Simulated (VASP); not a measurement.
The input files of a VASP run:

### INCAR
```
SYSTEM = BaF2
PREC = Accurate
ENCUT = 520
EDIFF = 1E-7
NELM = 100
ALGO = Normal
LREAL = .FALSE.
LASPH = .TRUE.
ISMEAR = 0
SIGMA = 0.05
GGA = PS
LMAXMIX = 4
LWAVE = .FALSE.
LCHARG = .FALSE.
ISIF = 2
```

**POSCAR**
```
BaF2
1.0
  0.0000000000   3.1187484338   3.1187484338
  3.1187484338   0.0000000000   3.1187484338
  3.1187484338   3.1187484338   0.0000000000
Ba F
1 2
Cart
  0.0000000000   0.0000000000   0.0000000000
  1.5593742169   1.5593742169   1.5593742169
  4.6781226507   4.6781226507   4.6781226507
```

File KPOINTS:
```
Automatic mesh
0
Gamma
6 6 6
0 0 0
```

POTCAR, in this order: Ba_sv F (PBE.64 set). Program: vasp_std.

Q: Translate this PBEsol calculation to Ansatz.

A: One equivalent input (not run):
Ansatz 0.2 input:
```yaml
crystal:
  lattice:
    - [0.0000000, 3.1187484, 3.1187484]
    - [3.1187484, 0.0000000, 3.1187484]
    - [3.1187484, 3.1187484, 0.0000000]
  atoms:
    - { symbol: Ba, position: [0.0000000, 0.0000000, 0.0000000] }
    - { symbol: F, position: [0.2500000, 0.2500000, 0.2500000] }
    - { symbol: F, position: [0.7500000, 0.7500000, 0.7500000] }
kpoints:
  mp_grid: { grid: [6, 6, 6] }
hamiltonian:
  xc: pbesol
  pseudopotentials: { kind: paw }
scf:
  occupations: { method: gaussian, width: 0.05 }
  max_iter: 100
output: { forces: true, stress: true, eigenvalues: true }
```
The two are equivalent in intent, not identical: each code has its own PAW files, so the cut-off isn't converted (ENCUT is set for VASP's; basis.ecutwfc is left out, and Ansatz then takes the one that its files recommend); Ansatz stops its SCF on the density residual and VASP on the energy change (EDIFF).

The compound is BaF2 in the fluorite structure. This cell is one point of a volume scan, at 1.03 of the reference volume.
